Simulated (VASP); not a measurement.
Consider the following.

```
CELL_PARAMETERS angstrom
      2.89165     0.00000     0.00000
     -1.44582     2.50424     0.00000
      0.00000     0.00000    16.35107
ATOMIC_POSITIONS crystal
  N  0.99897 0.99337 0.49782
  Ta 0.35193 0.68374 0.57105
  Ta 0.64911 0.32289 0.43113
```

These are PBE GGA, VASP's PBE PAW potentials (set 64) (plane waves; VASP 6.6.1) values and carry that method's errors. Run with 400 eV cut-off, 7×7×1 Γ-centred mesh, first-order Methfessel-Paxton smearing of 0.27 eV, potentials N Ta_pv.

At this cut-off the stress carries a Pulay error, which pulls relaxed volumes low. The cell holds a wide vacuum, so values per volume refer to the whole cell.

Task: Give the force on each atom (eV/Å).

Result: 
```json
[
 {"atom": "N1", "Fx": "-0.328", "Fy": "0.441", "Fz": "1.493"},
 {"atom": "Ta2", "Fx": "-0.382", "Fy": "-0.699", "Fz": "3.254"},
 {"atom": "Ta3", "Fx": "0.710", "Fy": "0.257", "Fz": "-4.747"}
]
```

Task: Give the stress tensor in GPa (positive for a compressed cell).

Result: 
```
22.11   0.83  -1.66
 0.83  20.57  -1.51
-1.66  -1.51  11.54
```
The pressure is its mean diagonal, 18.07 GPa.

The cell is a sheet with vacuum, built from a generated structure.
